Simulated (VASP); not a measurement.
Level of theory: PBE GGA, VASP's PBE PAW potentials (set 64) (plane waves; VASP 6.6.1).

A VASP calculation is set up with these files.

### POSCAR
```
SrCl2
1
    0.0000000000     3.5195765713     3.5195765713
    3.5195765713     0.0000000000     3.5195765713
    3.5195765713     3.5195765713     0.0000000000
Sr Cl
1 2
Direct
  0.0000000000   0.0000000000   0.0000000000
  0.2500000000   0.2500000000   0.2500000000
  0.7500000000   0.7500000000   0.7500000000
```

### INCAR
```
# general
SYSTEM  =SrCl2
PREC    =Accurate
ENCUT   =400
LREAL   =.False.
LASPH   =.True.   # aspherical one-centre terms

# electronic loop
EDIFF   =1E-8   # SCF stop (eV)
NELM    =100   # most electronic steps
ALGO    =Normal
LMAXMIX =4

# smearing
ISMEAR  =0
SIGMA   =0.01   # width (eV)

# functional
GGA     =PE   # PBE

# ions
IBRION  =8
NSW     =1   # most ionic steps

# output
LWAVE   =.False.
LCHARG  =.False.

# other
LEPSILON=.True.
```

### KPOINTS
```
kpoints
0
Gamma
  6 6 6
0 0 0
```

POTCAR, in this order: Sr_sv Cl (PBE.64 set). Program: vasp_std.

The run wrote:

File OUTCAR:
```
 ion  position               nearest neighbor table
   1  0.000  0.000  0.000-   3 3.05   3 3.05   3 3.05   2 3.05   3 3.05   2 3.05   2 3.05   2 3.05
  LATTYP: Found a face centered cubic cell.
 ALAT       =     7.0391531426
 Subroutine PRICEL returns:
 Original cell was already a primitive cell.
 Subroutine GETGRP returns: Found 48 space group operations
The static configuration has the point symmetry O_h .
The dynamic configuration has the point symmetry O_h .
 Subroutine INISYM returns: Found 48 space group operations
 Subroutine IBZKPT returns following result:
 Found     16 irreducible k-points:

 Following reciprocal coordinates:
            Coordinates               Weight
  0.000000  0.000000  0.000000      1.000000
  0.166667  0.000000  0.000000      8.000000
  0.333333  0.000000  0.000000      8.000000
  0.500000  0.000000  0.000000      4.000000
  0.166667  0.166667  0.000000      6.000000
  0.333333  0.166667  0.000000     24.000000
  0.500000  0.166667  0.000000     24.000000
 -0.333333  0.166667  0.000000     24.000000
 -0.166667  0.166667  0.000000     12.000000
  0.333333  0.333333  0.000000      6.000000
  0.500000  0.333333  0.000000     24.000000
 -0.333333  0.333333  0.000000     12.000000
  0.500000  0.500000  0.000000      3.000000
  0.500000  0.333333  0.166667     24.000000
 -0.333333  0.333333  0.166667     24.000000
 -0.333333  0.500000  0.166667     12.000000
 Subroutine IBZKPT_HF returns following result:
   k-points           NKPTS =     16   k-points in BZ     NKDIM =     16   number of bands    NBANDS=     16
   number of dos      NEDOS =    301   number of ions     NIONS =      3
   total plane-waves  NPLWV =  32768
   dimension x,y,z NGX =    32 NGY =   32 NGZ =   32
   dimension x,y,z NGXF=    64 NGYF=   64 NGZF=   64
   ions per type =               1   2
   PREC   = accura    normal or accurate (medium, high low for compatibility)
   ISTART =      0    job   : 0-new  1-cont  2-samecut
...
```

**OSZICAR**
```
...
RMM:  13    -0.509756687208E+00    0.18204E-06   -0.33080E-06  2049   0.605E-04    0.305E-04
RMM:  14    -0.509758082385E+00   -0.13952E-05   -0.10445E-06  2188   0.301E-04    0.670E-05
RMM:  15    -0.509758115191E+00   -0.32806E-07   -0.57650E-07  1593   0.103E-04    0.739E-05
RMM:  16    -0.509758545807E+00   -0.43062E-06   -0.13010E-07  1527   0.885E-05    0.163E-05
RMM:  17    -0.509758586131E+00   -0.40324E-07   -0.12797E-07  1117   0.655E-05    0.152E-05
RMM:  18    -0.509758555108E+00    0.31022E-07   -0.22057E-08   844   0.580E-05    0.716E-06
 Linear response to external field, progress :
  Direction:   2
       N       E                     dE             d eps       ncg     rms          rms(c)
RMM:   1    -0.501133512106E+00   -0.50113E+00   -0.14010E+00  1923   0.417E+00
RMM:   2    -0.521974382106E+00   -0.20841E-01   -0.57570E-02  2037   0.102E+00    0.190E+00
RMM:   3    -0.469098090172E+00    0.52876E-01   -0.12999E-01  1737   0.175E+00    0.993E-01
RMM:   4    -0.485558315932E+00   -0.16460E-01   -0.69426E-02  1864   0.132E+00    0.370E-01
RMM:   5    -0.507497385535E+00   -0.21939E-01   -0.55353E-03  1980   0.459E-01    0.574E-02
RMM:   6    -0.507767006809E+00   -0.26962E-03   -0.14595E-03  2124   0.156E-01    0.387E-02
RMM:   7    -0.509254527878E+00   -0.14875E-02   -0.30878E-04  2051   0.734E-02    0.170E-02
RMM:   8    -0.509659070190E+00   -0.40454E-03   -0.16770E-04  2174   0.333E-02    0.623E-03
RMM:   9    -0.509749696308E+00   -0.90626E-04   -0.54418E-05  2119   0.168E-02    0.293E-03
RMM:  10    -0.509764903467E+00   -0.15207E-04   -0.20605E-05  2250   0.733E-03    0.221E-03
RMM:  11    -0.509767483348E+00   -0.25799E-05   -0.87181E-06  2232   0.316E-03    0.186E-03
RMM:  12    -0.509762378569E+00    0.51048E-05   -0.48058E-06  2084   0.292E-03    0.887E-04
RMM:  13    -0.509761305595E+00    0.10730E-05    0.51071E-07  2253   0.112E-03    0.363E-04
RMM:  14    -0.509759653501E+00    0.16521E-05   -0.20590E-06  2053   0.371E-04    0.169E-04
RMM:  15    -0.509757661735E+00    0.19918E-05   -0.26111E-07  1937   0.187E-04    0.117E-04
RMM:  16    -0.509758148777E+00   -0.48704E-06   -0.24088E-07  1500   0.921E-05    0.545E-05
RMM:  17    -0.509758371098E+00   -0.22232E-06   -0.13524E-08  1146   0.673E-05    0.204E-05
RMM:  18    -0.509758456181E+00   -0.85083E-07    0.20633E-09  1020   0.635E-05    0.126E-05
RMM:  19    -0.509758432266E+00    0.23915E-07    0.14345E-08   895   0.613E-05    0.318E-06
 Linear response to external field, progress :
  Direction:   3
       N       E                     dE             d eps       ncg     rms          rms(c)
RMM:   1    -0.501140530385E+00   -0.50114E+00   -0.14011E+00  1920   0.417E+00
RMM:   2    -0.521974238910E+00   -0.20834E-01   -0.57578E-02  2038   0.102E+00    0.190E+00
RMM:   3    -0.469098903107E+00    0.52875E-01   -0.12999E-01  1737   0.175E+00    0.993E-01
RMM:   4    -0.485559059751E+00   -0.16460E-01   -0.69432E-02  1864   0.132E+00    0.370E-01
RMM:   5    -0.507496374816E+00   -0.21937E-01   -0.55388E-03  1982   0.459E-01    0.574E-02
RMM:   6    -0.507768246244E+00   -0.27187E-03   -0.14629E-03  2126   0.156E-01    0.387E-02
RMM:   7    -0.509254369733E+00   -0.14861E-02   -0.28155E-04  2051   0.732E-02    0.169E-02
RMM:   8    -0.509653962967E+00   -0.39959E-03   -0.19842E-04  2181   0.336E-02    0.640E-03
RMM:   9    -0.509753693316E+00   -0.99730E-04   -0.22667E-05  2117   0.168E-02    0.290E-03
RMM:  10    -0.509768329928E+00   -0.14637E-04   -0.24909E-05  2234   0.753E-03    0.205E-03
RMM:  11    -0.509769255192E+00   -0.92526E-06   -0.67260E-06  2176   0.357E-03    0.980E-04
RMM:  12    -0.509759134338E+00    0.10121E-04   -0.68961E-06  2166   0.228E-03    0.240E-04
RMM:  13    -0.509758258845E+00    0.87549E-06    0.29650E-07  2244   0.928E-04    0.236E-04
RMM:  14    -0.509757887926E+00    0.37092E-06   -0.15795E-06  2006   0.302E-04    0.928E-05
RMM:  15    -0.509757958421E+00   -0.70495E-07   -0.34267E-07  1955   0.153E-04    0.358E-05
RMM:  16    -0.509758307630E+00   -0.34921E-06   -0.20809E-07  1351   0.796E-05    0.176E-05
RMM:  17    -0.509758446464E+00   -0.13883E-06   -0.46761E-08  1155   0.700E-05    0.116E-05
RMM:  18    -0.509758406963E+00    0.39501E-07    0.24292E-09   932   0.639E-05    0.494E-06
 Linear response DOF=           2
 Linear response progress:
  Degree of freedom:   1/  2
       N       E                     dE             d eps       ncg     rms          rms(c)
RMM:   1    -0.297493961975E+00   -0.29749E+00    0.38049E-01  1579   0.373E+00
RMM:   2    -0.301257011461E+00   -0.37630E-02   -0.44424E-02  1719   0.850E-01    0.297E-01
RMM:   3    -0.301345799981E+00   -0.88789E-04   -0.20500E-03  1851   0.259E-01    0.189E-01
RMM:   4    -0.301458084760E+00   -0.11228E-03   -0.46419E-04  1858   0.138E-01    0.473E-02
RMM:   5    -0.301792416019E+00   -0.33433E-03   -0.62842E-05  1967   0.435E-02    0.137E-02
RMM:   6    -0.301903501017E+00   -0.11108E-03   -0.11587E-05  2004   0.182E-02    0.561E-03
RMM:   7    -0.301895197419E+00    0.83036E-05   -0.32056E-06  2095   0.792E-03    0.175E-03
RMM:   8    -0.301895325769E+00   -0.12835E-06   -0.14214E-06  2209   0.353E-03    0.798E-04
RMM:   9    -0.301895063436E+00    0.26233E-06   -0.38389E-06  2294   0.129E-03    0.505E-04
RMM:  10    -0.301894753584E+00    0.30985E-06   -0.24148E-06  2289   0.635E-04    0.258E-04
RMM:  11    -0.301893903792E+00    0.84979E-06   -0.14070E-06  2085   0.399E-04    0.746E-05
RMM:  12    -0.301893832252E+00    0.71540E-07   -0.54673E-07  2239   0.203E-04    0.572E-05
RMM:  13    -0.301893957576E+00   -0.12532E-06   -0.31367E-07  2300   0.114E-04    0.245E-05
RMM:  14    -0.301894024369E+00   -0.66793E-07   -0.25168E-07  2250   0.702E-05    0.129E-05
RMM:  15    -0.301894043194E+00   -0.18826E-07   -0.15369E-07  2217   0.449E-05    0.728E-06
RMM:  16    -0.301894007809E+00    0.35385E-07   -0.11951E-07  2122   0.303E-05    0.294E-06
RMM:  17    -0.301894001019E+00    0.67900E-08   -0.64514E-08  1858   0.205E-05    0.232E-06
 Linear response progress:
  Degree of freedom:   2/  2
       N       E                     dE             d eps       ncg     rms          rms(c)
RMM:   1    -0.203044490902E+00   -0.20304E+00   -0.12610E-02  3122   0.265E+00
RMM:   2    -0.200549489709E+00    0.24950E-02   -0.56787E-03  2448   0.426E-01    0.173E-01
RMM:   3    -0.201135461289E+00   -0.58597E-03   -0.35876E-04  2737   0.104E-01    0.103E-01
RMM:   4    -0.201906027886E+00   -0.77057E-03   -0.24943E-04  2736   0.747E-02    0.159E-02
RMM:   5    -0.201761869942E+00    0.14416E-03   -0.50567E-05  3145   0.276E-02    0.106E-02
RMM:   6    -0.201749965735E+00    0.11904E-04   -0.99102E-06  3364   0.126E-02    0.337E-03
RMM:   7    -0.201795019219E+00   -0.45053E-04   -0.42595E-06  3255   0.606E-03    0.194E-03
RMM:   8    -0.201791817999E+00    0.32012E-05    0.27778E-05  3496   0.298E-03    0.411E-04
RMM:   9    -0.201790442600E+00    0.13754E-05   -0.12271E-05  3749   0.110E-03    0.147E-04
RMM:  10    -0.201790323876E+00    0.11872E-06   -0.15575E-06  3733   0.408E-04    0.646E-05
RMM:  11    -0.201790496620E+00   -0.17274E-06   -0.38430E-06  3734   0.182E-04    0.485E-05
RMM:  12    -0.201790386340E+00    0.11028E-06    0.54910E-07  3715   0.851E-05    0.214E-05
RMM:  13    -0.201790362548E+00    0.23792E-07   -0.94743E-07  3825   0.400E-05    0.915E-06
RMM:  14    -0.201790374355E+00   -0.11807E-07   -0.11998E-07  3805   0.202E-05    0.465E-06
RMM:  15    -0.201790385501E+00   -0.11146E-07   -0.79281E-08  3614   0.128E-05    0.259E-06
RMM:  16    -0.201790387036E+00   -0.15352E-08    0.79740E-08  3276   0.102E-05    0.155E-06
 Linear response finished
```

OUTCAR:
```
------------------------ aborting loop because EDIFF is reached ----------------------------------------

 HEAD OF MICROSCOPIC STATIC DIELECTRIC TENSOR (INDEPENDENT PARTICLE, excluding Hartree and local field effects)
 ------------------------------------------------------
           3.183479    -0.000000    -0.000000
          -0.000000     3.183479     0.000000
           0.000000    -0.000000     3.183479
 ------------------------------------------------------

 MACROSCOPIC STATIC DIELECTRIC TENSOR (including local field effects in DFT)
 ------------------------------------------------------
           2.886462     0.000000     0.000000
          -0.000000     2.886462     0.000000
           0.000000    -0.000000     2.886462
 ------------------------------------------------------

 PIEZOELECTRIC TENSOR (including local field effects)  for field in x, y, z        (e  Angst)
          XX          YY          ZZ          XY          YZ          ZX
  --------------------------------------------------------------------------------
  x     0.00000     0.00000     0.00000     0.00000     0.00000     0.00000
  y     0.00000     0.00000     0.00000     0.00000     0.00000     0.00000
  z     0.00000     0.00000     0.00000     0.00000     0.00000     0.00000

 PIEZOELECTRIC TENSOR (including local field effects)  for field in x, y, z        (C/m^2)
          XX          YY          ZZ          XY          YZ          ZX
  --------------------------------------------------------------------------------
  x     0.00000     0.00000     0.00000     0.00000     0.00000     0.00000
  y     0.00000     0.00000     0.00000     0.00000     0.00000     0.00000
  z     0.00000     0.00000     0.00000     0.00000     0.00000     0.00000

 BORN EFFECTIVE CHARGES (including local field effects) (in |e|, cummulative output)
 ---------------------------------------------------------------------------------
 ion    1
    1     2.49882     0.00000     0.00000
    2     0.00000     2.49882     0.00000
    3     0.00000     0.00000     2.49882
 ion    2
    1    -1.24941     0.00000     0.00000
    2     0.00000    -1.24941     0.00000
    3     0.00000     0.00000    -1.24941
 ion    3
    1    -1.24941     0.00000     0.00000
    2     0.00000    -1.24941     0.00000
    3     0.00000     0.00000    -1.24941

   1 f  =    5.168644 THz    32.475550 2PiTHz  172.407418 cm-1    21.375786 meV
             X         Y         Z           dx          dy          dz
      0.000000  0.000000  0.000000    -0.000000   -0.000000   -0.000000
      1.759788  1.759788  1.759788    -0.280488   -0.636901    0.125234
      5.279365  5.279365  5.279365     0.280488    0.636901   -0.125234

   2 f  =    5.168644 THz    32.475550 2PiTHz  172.407418 cm-1    21.375786 meV
             X         Y         Z           dx          dy          dz
      0.000000  0.000000  0.000000     0.000000    0.000000   -0.000000
      1.759788  1.759788  1.759788     0.050392    0.114648    0.695928
      5.279365  5.279365  5.279365    -0.050392   -0.114648   -0.695928

   3 f  =    5.168644 THz    32.475550 2PiTHz  172.407418 cm-1    21.375786 meV
             X         Y         Z           dx          dy          dz
      0.000000  0.000000  0.000000     0.000000    0.000000    0.000000
      1.759788  1.759788  1.759788     0.647138   -0.284979    0.000088
      5.279365  5.279365  5.279365    -0.647138    0.284979   -0.000088

   4 f  =    3.830432 THz    24.067312 2PiTHz  127.769450 cm-1    15.841386 meV
             X         Y         Z           dx          dy          dz
      0.000000  0.000000  0.000000     0.108339    0.659039    0.001094
      1.759788  1.759788  1.759788    -0.085368   -0.519303   -0.000862
      5.279365  5.279365  5.279365    -0.085368   -0.519303   -0.000862

   5 f  =    3.830432 THz    24.067312 2PiTHz  127.769450 cm-1    15.841386 meV
             X         Y         Z           dx          dy          dz
      0.000000  0.000000  0.000000    -0.654445    0.107715   -0.078553
      1.759788  1.759788  1.759788     0.515683   -0.084876    0.061897
      5.279365  5.279365  5.279365     0.515683   -0.084876    0.061897

   6 f  =    3.830432 THz    24.067312 2PiTHz  127.769450 cm-1    15.841386 meV
             X         Y         Z           dx          dy          dz
      0.000000  0.000000  0.000000    -0.077689    0.011670    0.663249
      1.759788  1.759788  1.759788     0.061216   -0.009196   -0.522621
      5.279365  5.279365  5.279365     0.061216   -0.009196   -0.522621

   7 f/i=    0.004668 THz     0.029327 2PiTHz    0.155692 cm-1     0.019303 meV
             X         Y         Z           dx          dy          dz
      0.000000  0.000000  0.000000     0.169280   -0.723248   -0.046744
      1.759788  1.759788  1.759788     0.107415   -0.458931   -0.029661
      5.279365  5.279365  5.279365     0.107415   -0.458931   -0.029661

   8 f/i=    0.004668 THz     0.029327 2PiTHz    0.155692 cm-1     0.019303 meV
             X         Y         Z           dx          dy          dz
      0.000000  0.000000  0.000000     0.720822    0.173005   -0.066434
      1.759788  1.759788  1.759788     0.457392    0.109779   -0.042155
      5.279365  5.279365  5.279365     0.457392    0.109779   -0.042155

   9 f/i=    0.004668 THz     0.029327 2PiTHz    0.155692 cm-1     0.019303 meV
             X         Y         Z           dx          dy          dz
      0.000000  0.000000  0.000000    -0.075423    0.030162   -0.739818
      1.759788  1.759788  1.759788    -0.047859    0.019139   -0.469445
      5.279365  5.279365  5.279365    -0.047859    0.019139   -0.469445

 MACROSCOPIC STATIC DIELECTRIC TENSOR IONIC CONTRIBUTION
 ------------------------------------------------------
           5.513408    -0.000000    -0.000000
          -0.000000     5.513408     0.000000
          -0.000000     0.000000     5.513408
 ------------------------------------------------------

 ELASTIC MODULI CONTR FROM IONIC RELAXATION (kBar)
 Direction    XX          YY          ZZ          XY          YZ          ZX
 --------------------------------------------------------------------------------
 XX           0.0000      0.0000      0.0000      0.0000      0.0000      0.0000
...
```
(Selected blocks of OUTCAR.)

The compound is SrCl2 in the fluorite structure. It was relaxed first.
